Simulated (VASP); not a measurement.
CuGaSe2 (chalcopyrite): the formation energy from VASP (plane waves, PAW) at several levels of theory. The references are the elements' solids at the same level; no temperature or zero-point terms are added.    Without a dispersion term in the relaxation, distances and binding between the weakly bound layers, chains or molecules are unreliable, and so is what depends on them.

| level | formation energy (eV/atom) |
|---|---|
| LDA | -0.460 |
| PBEsol | -0.459 |

The cell of the LDA run:

```
CuGaSe2
1.0
   -2.75906     2.75906     5.47161
    2.75906    -2.75906     5.47161
    2.75906     2.75906    -5.47161
Ga Cu Se
2 2 4
Direct
  0.50000   0.50000   0.00000
  0.25000   0.75000   0.50000
  0.00000   0.00000   0.00000
  0.75000   0.25000   0.50000
  0.87500   0.88368   0.50868
  0.11632   0.62500   0.99132
  0.37500   0.36632   0.49132
  0.63368   0.12500   0.00868
```

Only levels that ran to the end are used. Left out are those held back, those with too coarse a band path, GW runs whose mesh misses a band edge, hybrids' fits of cells that aren't cubic and levels without matching references; a question may draw on a part of the rest.
